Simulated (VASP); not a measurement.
Energy against volume of ZnS (zinc blende). All values below come from vdW-DF-cx, VASP's PBE PAW potentials (set 64) (plane waves; VASP 6.6.1). Numerical set-up: 520 eV cut-off, 9×9×9 Γ-centred mesh, Gaussian smearing of 0.050 eV, potentials Zn S.

| V (Å³/atom) | E (eV/atom) |
|---|---|
| 18.314 | -1.21607 |
| 18.898 | -1.23057 |
| 19.483 | -1.23519 |
| 20.067 | -1.23142 |

Task: Fit these four points and predict the energy of the run at 20.652 Å³/atom.

Result: A cubic in V^(−2/3), the third-order Birch-Murnaghan form, passes through the four points with V0 = 19.50 Å³/atom and B0 = 76 GPa, and gives -1.2205 eV/atom there. The run gave -1.2205 eV/atom, -0.0 meV/atom from the fit; all five points give B0 = 76 GPa.

The compound is ZnS in the zinc blende structure. It was relaxed first.
